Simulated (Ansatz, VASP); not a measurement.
## Y in two plane-wave programs

One calculation is typed for both programs; each brings its own data sets. How far apart do they land? The cell is taken from a series of runs on this material, whose earlier steps may have relaxed, scaled, displaced or heated it; both programs get it as it stands.

Method: plane waves, with VASP 6.6.1 beside it; zone-centre phonons at LDA, in Ansatz 0.2.0.

### Step 1. Starting point

It takes space group P6_3/mmc (No. 194, hexagonal). Conventional cell: a = 3.649 Å, b = 3.649 Å, c = 5.412 Å, α = 90.00°, β = 90.00°, γ = 120.00°. Y has 12 Y at 3.43 to 3.65 Å nearest.

### Step 2. VASP: zone-centre phonons, LDA, pair 1

Second derivatives magnify differences that forces hide, and they need a tight electronic threshold.

Lines of VASP's logs that name or quote its potential files are left out, and so is its time.

INCAR

```
SYSTEM = Y
PREC = Accurate
ENCUT = 500
EDIFF = 1E-08
NELM = 120
ISMEAR = 1
SIGMA = 0.2
LREAL = .FALSE.
ALGO = Normal
GGA = CA
NBANDS = 17
LASPH = .TRUE.
LORBIT = 11
LWAVE = .FALSE.
LCHARG = .FALSE.
ISIF = 2
IBRION = 8
GGA_COMPAT = .FALSE.
KPAR = 2
```

POSCAR

```
Y
1.0
    3.6486034150      0.0000000000      0.0000000000
   -1.8243017075      3.1597832457      0.0000000000
    0.0000000000      0.0000000000      5.4118114220
Y
2
Direct
    0.3333333333      0.6666666667      0.2500000000
    0.6666666667      0.3333333333      0.7500000000
```

KPOINTS

```
Automatic mesh
0
Gamma
15 15 8
0 0 0
```

PAW data sets: Y_sv (LDA family, release 64).

The run is started by

```bash
> mpirun -np 2 vasp_std
```

Numbers of over 12 decimals in the logs are rounded to 6 here.

The log of the run:

```text
[banner, memory and clock lines left out]
running    2 mpi-ranks, on    1 nodes
 distrk:  each k-point on    1 cores,    2 groups
 distr:  one band on    1 cores,    1 groups

 POSCAR found type information on POSCAR Y
 POSCAR found :  1 types and       2 ions
 LDA part: xc-table for (Slater(with rela. corr.)+CA(PZ))
 , standard interpolation
 POSCAR, INCAR and KPOINTS ok, starting setup
 FFT: planning ... GRIDC
 FFT: planning ... GRID_SOFT
 FFT: planning ... GRID
 WAVECAR not read
 entering main loop
       N       E                     dE             d eps       ncg     rms          rms(c)
DAV:   1     0.860865594826E+02    0.86087E+02   -0.11236E+04  4598   0.120E+03
DAV:   2    -0.692408701046E+01   -0.93011E+02   -0.91687E+02  5761   0.264E+02
DAV:   3    -0.140953550400E+02   -0.71713E+01   -0.71210E+01  8191   0.441E+01
DAV:   4    -0.142677487336E+02   -0.17239E+00   -0.17231E+00  5472   0.724E+00
DAV:   5    -0.142723832473E+02   -0.46345E-02   -0.46341E-02  6837   0.867E-01    0.343E+01
DAV:   6    -0.139347936992E+02    0.33759E+00   -0.41507E-01  4972   0.402E+00    0.212E+01
DAV:   7    -0.138755108082E+02    0.59283E-01   -0.79502E-01  6394   0.497E+00    0.169E+00
DAV:   8    -0.138626366794E+02    0.12874E-01   -0.12921E-01  5699   0.221E+00    0.487E-01
DAV:   9    -0.138625593815E+02    0.77298E-04   -0.47007E-03  6598   0.456E-01    0.157E-01
DAV:  10    -0.138625445384E+02    0.14843E-04   -0.53496E-04  5841   0.198E-01    0.678E-02
DAV:  11    -0.138625471332E+02   -0.25948E-05   -0.34824E-05  7032   0.407E-02    0.624E-02
DAV:  12    -0.138625453109E+02    0.18223E-05   -0.78084E-06  5197   0.217E-02    0.203E-02
DAV:  13    -0.138625449746E+02    0.33629E-06   -0.78717E-07  5797   0.765E-03    0.105E-03
DAV:  14    -0.138625449802E+02   -0.56070E-08   -0.25217E-08  5029   0.804E-04
   1 F= -.13862545E+02 E0= -.13862826E+02  d E =0.841634E-03
 Linear response reoptimize wavefunctions to high precision
DAV:   1    -0.138625449813E+02   -0.10677E-08   -0.45262E-09  5027   0.434E-04
DAV:   2    -0.138625449813E+02   -0.35470E-10   -0.33913E-10  3001   0.137E-04
 Linear response DOF=           2
 Linear response progress:
  Degree of freedom:   1/  2
       N       E                     dE             d eps       ncg     rms          rms(c)
RMM:   1    -0.265219585081E+00   -0.26522E+00    0.40550E+00 22476   0.108E+01
RMM:   2    -0.253191516859E+00    0.12028E-01   -0.19461E-01 33302   0.200E+00    0.157E-01
RMM:   3    -0.254767659161E+00   -0.15761E-02   -0.15022E-02 38707   0.595E-01    0.743E-02
RMM:   4    -0.255201124892E+00   -0.43347E-03   -0.25534E-03 45516   0.217E-01    0.312E-02
RMM:   5    -0.255281788362E+00   -0.80663E-04   -0.47046E-04 47566   0.936E-02    0.182E-02
RMM:   6    -0.255208359653E+00    0.73429E-04   -0.10561E-04 48443   0.362E-02    0.674E-03
RMM:   7    -0.255154743762E+00    0.53616E-04   -0.11095E-04 48336   0.189E-02    0.161E-03
RMM:   8    -0.255144603413E+00    0.10140E-04   -0.10749E-04 48784   0.103E-02    0.132E-03
RMM:   9    -0.255136740157E+00    0.78633E-05   -0.84498E-05 49457   0.659E-03    0.112E-03
RMM:  10    -0.255134689528E+00    0.20506E-05   -0.64580E-05 49450   0.450E-03    0.101E-03
RMM:  11    -0.255129795588E+00    0.48939E-05   -0.41232E-05 47563   0.348E-03    0.300E-04
RMM:  12    -0.255133499936E+00   -0.37043E-05   -0.27202E-05 48815   0.275E-03    0.439E-04
RMM:  13    -0.255132981967E+00    0.51797E-06   -0.18819E-05 49402   0.224E-03    0.395E-04
RMM:  14    -0.255132991514E+00   -0.95469E-08   -0.14125E-05 49303   0.189E-03    0.515E-04
RMM:  15    -0.255132085294E+00    0.90622E-06   -0.10274E-05 47545   0.167E-03    0.240E-04
RMM:  16    -0.255132370978E+00   -0.28568E-06   -0.77909E-06 48721   0.146E-03    0.338E-04
RMM:  17    -0.255132367533E+00    0.34448E-08   -0.59084E-06 48358   0.131E-03    0.370E-04
RMM:  18    -0.255132399121E+00   -0.31588E-07   -0.47752E-06 48178   0.119E-03    0.397E-04
RMM:  19    -0.255132427086E+00   -0.27965E-07   -0.37813E-06 47356   0.109E-03    0.430E-04
RMM:  20    -0.255132450239E+00   -0.23153E-07   -0.31372E-06 47103   0.100E-03    0.462E-04
RMM:  21    -0.255132441516E+00    0.87224E-08   -0.26058E-06 47636   0.931E-04    0.487E-04
RMM:  22    -0.255132366048E+00    0.75469E-07   -0.22195E-06 47708   0.871E-04    0.499E-04
 first order change of Fermi-energy   0.33713E-04
 force on displaced ion       1 direction 1 :  -1.478  -0.000   0.000
 Linear response progress:
  Degree of freedom:   2/  2
       N       E                     dE             d eps       ncg     rms          rms(c)
RMM:   1    -0.299022744494E+00   -0.29902E+00    0.42099E+00  7669   0.107E+01
RMM:   2    -0.290154088320E+00    0.88687E-02   -0.20054E-01 11440   0.196E+00    0.311E-01
RMM:   3    -0.292667860023E+00   -0.25138E-02   -0.14461E-02 12755   0.571E-01    0.177E-01
RMM:   4    -0.293414190156E+00   -0.74633E-03   -0.21018E-03 14426   0.225E-01    0.524E-02
RMM:   5    -0.293295123026E+00    0.11907E-03   -0.45786E-04 15181   0.984E-02    0.141E-02
RMM:   6    -0.293193925843E+00    0.10120E-03   -0.11549E-04 16162   0.428E-02    0.920E-03
RMM:   7    -0.293041480099E+00    0.15245E-03   -0.31089E-05 15730   0.176E-02    0.513E-03
RMM:   8    -0.293029306844E+00    0.12173E-04   -0.22617E-05 16013   0.940E-03    0.118E-03
RMM:   9    -0.293020915305E+00    0.83915E-05   -0.18963E-05 16370   0.520E-03    0.698E-04
RMM:  10    -0.293014033598E+00    0.68817E-05   -0.21025E-05 15989   0.335E-03    0.292E-04
RMM:  11    -0.293016959147E+00   -0.29255E-05   -0.17038E-05 16253   0.234E-03    0.148E-04
RMM:  12    -0.293016898746E+00    0.60401E-07   -0.13934E-05 16310   0.174E-03    0.196E-04
RMM:  13    -0.293017151210E+00   -0.25246E-06   -0.10652E-05 16246   0.139E-03    0.298E-04
RMM:  14    -0.293016815550E+00    0.33566E-06   -0.81095E-06 16097   0.118E-03    0.253E-04
[...]
RMM:  22    -0.293016793991E+00    0.44345E-08   -0.11866E-06 15756   0.630E-04    0.502E-05
RMM:  23    -0.293016839833E+00   -0.45842E-07   -0.86047E-07 15694   0.612E-04    0.281E-05
RMM:  24    -0.293016852051E+00   -0.12218E-07   -0.82303E-07 16159   0.589E-04    0.166E-05
RMM:  25    -0.293016857437E+00   -0.53857E-08   -0.63982E-07 16044   0.570E-04    0.173E-05
RMM:  26    -0.293016858596E+00   -0.11593E-08   -0.66496E-07 15923   0.556E-04    0.208E-05
RMM:  27    -0.293016858878E+00   -0.28121E-09   -0.44998E-07 15936   0.545E-04    0.228E-05
RMM:  28    -0.293016863708E+00   -0.48301E-08   -0.51464E-07 16240   0.535E-04    0.226E-05
RMM:  29    -0.293016866289E+00   -0.25817E-08   -0.32927E-07 16336   0.527E-04    0.197E-05
 first order change of Fermi-energy   0.75510E-04
 force on displaced ion       1 direction 3 :  -0.000  -0.000  -4.563
 Linear response finished
```

From OUTCAR (step 2):

```text
ion  position               nearest neighbor table
   1  0.333  0.667  0.250-   2 3.43   2 3.43   2 3.43   2 3.43   2 3.43   2 3.43
   2  0.667  0.333  0.750-   1 3.43   1 3.43   1 3.43   1 3.43   1 3.43   1 3.43

  LATTYP: Found a hexagonal cell.
 ALAT       =     3.6486034150
 C/A-ratio  =     1.4832555930

 Subroutine GETGRP returns: Found 24 space group operations
 (whereof 12 operations were pure point group operations)

The static configuration has the point symmetry D_3d.
 The point group associated with its full space group is D_6h.

 Found    135 irreducible k-points:

   k-points           NKPTS =    135   k-points in BZ     NKDIM =    135   number of bands    NBANDS=     17

   dimension x,y,z NGX =    28 NGY =   28 NGZ =   40
   dimension x,y,z NGXF=    56 NGYF=   56 NGZF=   80

   ENCUT  =  500.0 eV  36.75 Ry    6.06 a.u.   6.65  6.65  9.87*2*pi/ulx,y,z

   NELECT =      22.0000    total number of electrons

 k-points in reciprocal lattice and weights: Automatic mesh
   0.00000000  0.00000000  0.00000000       0.001
   0.06666667 -0.00000000  0.00000000       0.003
   0.13333333  0.00000000  0.00000000       0.003
   0.20000000  0.00000000  0.00000000       0.003
   0.26666667  0.00000000  0.00000000       0.003
   0.33333333  0.00000000  0.00000000       0.003
   0.40000000  0.00000000  0.00000000       0.003
   0.46666667  0.00000000  0.00000000       0.003
   0.06666667  0.06666667  0.00000000       0.003
[...]
0.33333333  0.26666667  0.50000000       0.007
   0.33333333  0.33333333  0.50000000       0.001

 average (electrostatic) potential at core
       1 -37.3320       2 -37.3320

  Total       -1.0360875     -1.0360875     -0.0474988      0.0000000     -0.0000000     -0.0000000
  in kB      -26.6060517    -26.6060517     -1.2197374      0.0000000     -0.0000000     -0.0000000
  external PRESSURE =     -18.1439469 kB  Pullay stress =       0.0000000 kB

  energy-cutoff  :      500.00
  volume of cell :       62.39
      direct lattice vectors                 reciprocal lattice vectors
     3.648603415  0.000000000  0.000000000     0.274077472  0.158238702  0.000000000
    -1.824301708  3.159783246  0.000000000     0.000000000  0.316477404  0.000000000
     0.000000000  0.000000000  5.411811422     0.000000000  0.000000000  0.184781014

 POSITION                                       TOTAL-FORCE (eV/Angst)
 -----------------------------------------------------------------------------------
     -0.00000      2.10652      1.35295         0.000000     -0.000000      0.000000
      1.82430      1.05326      4.05886        -0.000000      0.000000      0.000000
 -----------------------------------------------------------------------------------
    total drift:                                0.000000     -0.000000      0.000000

 Eigenvectors and eigenvalues of the dynamical matrix
 ----------------------------------------------------

   1 f  =    5.008909 THz    31.471904 2PiTHz  167.079221 cm-1    20.715174 meV
             X         Y         Z           dx          dy          dz
     -0.000000  2.106522  1.352953     0.000000    0.000000   -0.707107
      1.824302  1.053261  4.058859     0.000000    0.000000    0.707107

   2 f  =    2.850310 THz    17.909025 2PiTHz   95.076105 cm-1    11.787929 meV
             X         Y         Z           dx          dy          dz
     -0.000000  2.106522  1.352953     0.707107    0.000002    0.000000
      1.824302  1.053261  4.058859    -0.707107   -0.000002    0.000000

   3 f  =    2.850310 THz    17.909025 2PiTHz   95.076105 cm-1    11.787929 meV
             X         Y         Z           dx          dy          dz
     -0.000000  2.106522  1.352953    -0.000002    0.707107    0.000000
      1.824302  1.053261  4.058859     0.000002   -0.707107    0.000000

   4 f  =    0.000000 THz     0.000000 2PiTHz    0.000000 cm-1     0.000000 meV
             X         Y         Z           dx          dy          dz
     -0.000000  2.106522  1.352953    -0.704356    0.062314    0.000000
      1.824302  1.053261  4.058859    -0.704356    0.062314    0.000000

   5 f  =    0.000000 THz     0.000000 2PiTHz    0.000000 cm-1     0.000000 meV
             X         Y         Z           dx          dy          dz
     -0.000000  2.106522  1.352953     0.000000   -0.000000    0.707107
      1.824302  1.053261  4.058859     0.000000    0.000000    0.707107

   6 f/i=    0.000000 THz     0.000000 2PiTHz    0.000002 cm-1     0.000000 meV
             X         Y         Z           dx          dy          dz
     -0.000000  2.106522  1.352953    -0.062314   -0.704356   -0.000000
      1.824302  1.053261  4.058859    -0.062314   -0.704356    0.000000

 ELASTIC MODULI CONTR FROM IONIC RELAXATION (kBar)
 Direction    XX          YY          ZZ          XY          YZ          ZX
 --------------------------------------------------------------------------------
 XX         -49.6579     49.6579      0.0000      0.0000      0.0000      0.0000
 YY          49.6579    -49.6579      0.0000     -0.0000      0.0000      0.0000
 ZZ           0.0000      0.0000     -0.0000      0.0000      0.0000     -0.0000
 XY           0.0000     -0.0000      0.0000    -49.6579      0.0000      0.0000
 YZ           0.0000      0.0000      0.0000      0.0000      0.0000      0.0000
 ZX           0.0000      0.0000     -0.0000      0.0000      0.0000     -0.0000
 --------------------------------------------------------------------------------
```

### Step 3. Ansatz: zone-centre phonons, LDA, pair 1

Ansatz runs on its PAW soft_1 files.

The same cell, functional (in two slightly different forms), mesh and smearing now go to Ansatz, which takes its cutoff from its data sets.

input.yaml

```yaml
crystal:
  lattice:
    - [3.648603415, 0.0, 0.0]
    - [-1.8243017075, 3.1597832457, 0.0]
    - [0.0, 0.0, 5.411811422]
  atoms:
    - { symbol: "Y", position: [0.3333333333, 0.6666666667, 0.25] }
    - { symbol: "Y", position: [0.6666666667, 0.3333333333, 0.75] }
kpoints:
  mp_grid: { grid: [15, 15, 8] }
hamiltonian:
  xc: lda
  pseudopotentials: { kind: paw, azcp: { folder: soft_1 }, xc_functional: pbe }
scf:
  occupations: { method: methfessel_paxton, width: 0.2 }
output:
  eigenvalues: true
phonons:
  method: dfpt
```

The run is started by

```bash
> ansatz run input.yaml --threads 4 --pin off --max-ram 10240MiB --backend cpu --events-out ev --progress --plain --runs-dir out
```

The log of the run:

```text
zone centre: on kpoints.mp_grid the ground state, and the responses unless they are solved on pairs of k-points, stand on 320 of the mesh's 1800 k-points, reduced under 4 symmetry operations, with k and −k counted as one. Each operation leaves every solved displacement unchanged or reverses it
Engine: ansatz 0.2.0, x86_64-unknown-linux-gnu
Pseudopotentials: kind: paw
Pseudopotential: Y, paw, valence charge 11, recommended cutoff 420 eV (normal), soft_1/Y.paw.azcp
Functional definition: SPW92
  exchange = slater_x
  correlation = pw_c
Crystal: 2 atoms, lattice volume = 62.392 Å³
Basis set: ecut = 420 eV, 1183 PW (Γ), exchange–correlation on 50×50×80 points (8 copies of the dense FFT grid, shifted against one another)
Bands: 15, of which v1, the nominal top of the filled ones, is band 11 counted from 1 (10 counted from 0)
Symmetry: 24 space group operations
k-points: 320 of 1800 (irreducible under 4 space group operations, time reversal used)
Non-local potential: Y, projectors of the file, l = 0: 3, l = 1: 2, l = 2: 2, l = 3: 1
PAW form: soft (Blöchl's): semilocal exchange-correlation on the pseudo side does not see the compensation charge
PAW frozen core: Y, regenerated for the run's functional, and the local potential with it (the file was generated under x = pbe(κ = 0.804, μ = 0.219515), c = pbe(β = 0.066725))
PAW one-centre angular grid: Y, 590 points (default); XC on 64 Gauss nodes
Initial density: superposition of atomic densities (chi_scale 0.1, normalization cell)
Initial wavefunctions: pseudopotential atomic-orbital guess
Functional: x = slater, c = lda
SCF iter   1: F=—  HF=-7491.176406 eV  |F-HF|=—  |Δ(HF+E_count)|=         —  Δρ=1.24e-2  dr2=1.49e-1  ethr=3.10e-3  ⟨swp⟩=4.4  Hψ=20439  notcnv=0
preconditioner: auto → none  [metal: Δε(μ)=0.007 eV  Ē_g=2.657 eV  σ=0.200 eV  W_gap=0.03  n_scr=8 (ndim 8)  ℏωp=11.5 eV  f_vac=0.000  D(μ)=3.35/eV (n_scr^D=34)  sad-step TF]
SCF iter   2: F=—  HF=-7491.145185 eV  |F-HF|=—  |Δ(HF+E_count)|=   3.12e-2  S|Δr|=    0.00e0  Δρ=8.11e-3  dr2=6.40e-2  ethr=6.79e-4  ⟨swp⟩=1.0  Hψ=7364  notcnv=0
SCF iter   3: F=—  HF=-7491.122864 eV  |F-HF|=—  |Δ(HF+E_count)|=   2.23e-2  S|Δr|=    0.00e0  Δρ=6.11e-4  dr2=3.57e-4  ethr=2.91e-4  ⟨swp⟩=2.9  Hψ=7888  notcnv=0
SCF iter   4: F=—  HF=-7491.122768 eV  |F-HF|=—  |Δ(HF+E_count)|=   9.64e-5  S|Δr|=    0.00e0  Δρ=1.19e-4  dr2=7.81e-6  ethr=1.62e-6  ⟨swp⟩=2.0  Hψ=8334  notcnv=0
SCF iter   5: F=—  HF=-7491.122770 eV  |F-HF|=—  |Δ(HF+E_count)|=   2.10e-6  S|Δr|=    0.00e0  Δρ=3.16e-5  dr2=5.15e-7  ethr=3.55e-8  ⟨swp⟩=2.9  Hψ=8417  notcnv=0
SCF iter   6: F=—  HF=-7491.122770 eV  |F-HF|=—  |Δ(HF+E_count)|=   3.21e-7  S|Δr|=    0.00e0  Δρ=4.95e-6  dr2=1.17e-8  ethr=2.34e-9  ⟨swp⟩=2.4  Hψ=7738  notcnv=0  defer=2
SCF iter   7: F=—  HF=-7491.122770 eV  |F-HF|=—  |Δ(HF+E_count)|=   5.41e-9  S|Δr|=    0.00e0  Δρ=3.40e-7  dr2=2.29e-11  ethr=5.31e-11  ⟨swp⟩=2.0  Hψ=8291  notcnv=0  defer=2
SCF iter   8: F=-7491.122770 eV  HF=-7491.122770 eV  |F-HF|=2.73e-12  |Δ(HF+E_count)|=  3.64e-12  S|Δr|=    0.00e0  Δρ=4.51e-8  dr2=3.81e-13  ethr=1.00e-12  ⟨swp⟩=5.2  Hψ=18625  notcnv=0
the search or the solves at the SCF's close seem to have found levels that the self-consistency loop had missed (the run counts 1). By its estimate they hold under 1e-12 electrons; where the run keeps them, the occupations were computed again with them
SCF 1 converged in 8 iterations: F = -7491.122770 eV  dr2 = 3.81e-13
  greatest PAW one-centre occupation: 0.992 electrons in one spin orbital (limit 2), on the Y atom at site 1 (counted from 0), in its partial waves of l = 0
DFPT response loops at Γ: preconditioner auto → Kerker (q_TF=auto, 2.293 Å⁻¹) (partly filled bands, converged f_vac=0.000); β = 1.00, the filter's whole step (`scf.mixing.beta` (0.50) is not read by the response loops under this deck's `scf.mixing.preconditioner`; to damp them name `kerker` or `kerker_dos`, under which they read `scf.mixing.beta`, and type it under 1.00, their step now; both keys bind the ground state too); Broyden in place of MSR1
SCF converged after 8 iterations
Stability not checked: this state was not tested for a lower state beside it, because cold or Methfessel-Paxton smearing, or corrected tetrahedra, fill the levels in a way that the test cannot read (fill_not_monotonic; see scf.lower_state_search)
Free energy (F): -7491.122770 eV
Harris-Foulkes:  -7491.122770 eV  (|F-HF|=2.73e-12)
Internal energy: -7491.123568 eV  (E = F + TS)
E sigma→0 (E₀):  -7491.122970 eV
Entropy (-TS):   0.000798 eV (0.399 meV/atom)
Fermi energy:    9.687740 eV
--- Per-component energies (eV) ---
  E_band       = -232.530697
  E_kinetic    = 632.556053
  E_local      = -1178.504184  (includes V_loc(G=0)·N_el)
  E_nonlocal   = 61.908352
  E_hartree    = 372.037808
  E_xc         = -353.537738
  E_vxc        = -409.404433  (∫ρ·V_xc dr)
  E_paw        = -5429.601286  (= ΣΔE_a)
  E_vpaw       = -83.162135  (= ΣTr[D̂ρ^β])
  E_aug_tail   = 0.000046  (compensation charges beyond the density's cutoff)
  E_ewald      = -1596.641789
  E_core_change = 0.659170  (= ΣΔE_core)
  E_smearing   = 0.000798  (= −TS)
  E_closure    = -0.000000  (closes the sum)
  Σ components = -7491.122770   (vs F -7491.122770, Δ=0.00e0)
--- Band table (eV; the first three rows and the last of 320) ---
  k-point 0: bands = [... 7 lower, -12.3668, 4.9983, 7.8292, 11.2244, 11.3506, 11.3506, 12.1051, 12.1051]
  k-point 1: bands = [... 7 lower, -12.3994, 5.1165, 7.7918, 11.0528, 11.2411, 11.2411, 11.9747, 11.9747]
  k-point 2: bands = [... 7 lower, -12.4704, 5.4576, 7.6179, 10.7524, 11.1031, 11.1031, 11.6855, 11.6855]
  k-point 319: bands = [... 7 lower, -12.5039, 8.3467, 8.3467, 9.8696, 9.8696, 10.4835, 10.4835, 12.2534]
--- Phonons (Γ-DFPT): 2 representative perturbations + reference, on 320 of 1800 k-points (Σ response iterations 6) ---
  k mesh reduced under 4 symmetry operations, with k and −k counted as one. Each operation leaves every solved displacement unchanged or reverses it
  ASR residual: 3.420e-5 → 0.000e0 eV/Å²; symmetrization residual: 2.855e-13 eV/Å²
  ASR residual per site (eV/Å²): 3.42e-5 3.42e-5
  Γ frequencies (cm⁻¹): 0.00 0.00 0.00 94.80 94.80 167.62
  non-analytic LO–TO correction: not included (Born effective charges unavailable; polar crystals: no LO–TO splitting at Γ)
```

### Step 4. Side by side

Known differences besides the potentials themselves: the two LDA forms differ slightly; the cutoff is 420 eV in Ansatz and 500 eV in VASP; VASP's log shows a relativistic correction to its local exchange, Ansatz's none. Total energies have different zeros and are not compared.

The two programs side by side:

```csv
quantity,Ansatz,VASP,difference
optical mode 1 to 2 (cm⁻¹),94.8,95.1,-0.29 %
optical mode 3 (cm⁻¹),167.6,167.1,+0.32 %
```

Modes are paired by rising frequency, not by their patterns, so a pair may set unlike modes beside each other; they are those without the splitting of longitudinal modes.

(Continued in part 2 of 2.)

[Lines on the potential files, build, host, timing and source positions are cut from VASP's logs without a mark.]

[Logs are printed without paths, hosts, clocks, repeated set-up lines and the standing remarks that a program may print on its own settings, such as how far it seeks lower states.]

[Hosts, paths, dates, database ids (printed as entryN), source tags and the programs' standing remarks are cut or masked in the printed files.]
